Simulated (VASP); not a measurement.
All values below come from PBE GGA, VASP's PBE PAW potentials (set 64) (plane waves; VASP).

The input files of a VASP run:

**KPOINTS**
```
Automatic mesh
0
Gamma
11 11 11
0 0 0
```

**INCAR**
```
ISMEAR=0
LCHARG=F
EDIFFG=-0.03   # ionic stop
NELM=100
LREAL=F   # projection in real space or not
ALGO=Fast
GGA=PE
EDIFF=1E-5   # SCF stop (eV)
NSW=20
SIGMA=0.05
ENCUT=450   # plane-wave cut-off (eV)
IBRION=2   # conjugate gradients
LWAVE=F
PREC=Normal
ISIF=2   # forces and stress, cell fixed
SYSTEM=CaO
NELMIN=4
LASPH=T   # aspherical one-centre terms
```

File POSCAR:
```
CaO
1
    0.0000000000     2.4196424410     2.4196424410
    2.4196424410     0.0000000000     2.4196424410
    2.4196424410     2.4196424410     0.0000000000
Ca O
1 1
Direct
  0.0000000000   0.0000000000   0.0000000000
  0.5000000000   0.5000000000   0.5000000000
```

POTCAR, in this order: Ca_sv O (PBE.64 set). Program: vasp_std.

At this cut-off the stress carries a Pulay error, which pulls relaxed volumes low.

Task: What does the run give for the energy per atom (σ→0)?

Result: 
The energy per atom (σ→0) comes out as -6.405 eV/atom.

File OSZICAR:
```
...
RMM:  13    -0.128104520290E+02    0.85277E-04   -0.12443E-03  1539   0.167E-01    0.248E-01
RMM:  14    -0.128103523884E+02    0.99641E-04   -0.54870E-04  1437   0.973E-02    0.225E-01
RMM:  15    -0.128102121403E+02    0.14025E-03   -0.17682E-04  1370   0.913E-02    0.175E-01
RMM:  16    -0.128101519934E+02    0.60147E-04   -0.83580E-05  1199   0.647E-02    0.143E-01
RMM:  17    -0.128100743757E+02    0.77618E-04   -0.84488E-05  1446   0.832E-02    0.888E-02
RMM:  18    -0.128100420884E+02    0.32287E-04   -0.64281E-05  1285   0.703E-02    0.487E-02
RMM:  19    -0.128100348142E+02    0.72742E-05   -0.34295E-05  1084   0.499E-02
   1 F= -.12810035E+02 E0= -.12810035E+02  d E =-.128100E+02
```

The compound is CaO in the rock salt structure. It was relaxed first.
